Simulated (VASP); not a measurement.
Input:

```xyz
3
Lattice="0.0000 2.8735 2.8735 2.8735 0.0000 2.8735 2.8735 2.8735 0.0000" Properties=species:S:1:pos:R:3 pbc="T T T"
Li     1.4367     1.4367     1.4367
Li     4.3102     4.3102     4.3102
S      2.8735     0.0000     2.8735
```

Computed with AM05 GGA, VASP's PBE PAW potentials (set 64) (plane waves; VASP). Run with 520 eV cut-off, 7×7×7 Γ-centred mesh, Gaussian smearing of 0.050 eV, potentials Li_sv S.

Problem. Give the stress tensor in GPa (positive for a compressed cell).

Solution. 
```
-1.27   0.00   0.00
 0.00  -1.27   0.00
 0.00   0.00  -1.27
```
The pressure is its mean diagonal, -1.27 GPa.

The compound is Li2S in the antifluorite structure. This cell is one point of a volume scan, at 1.03 of the reference volume.
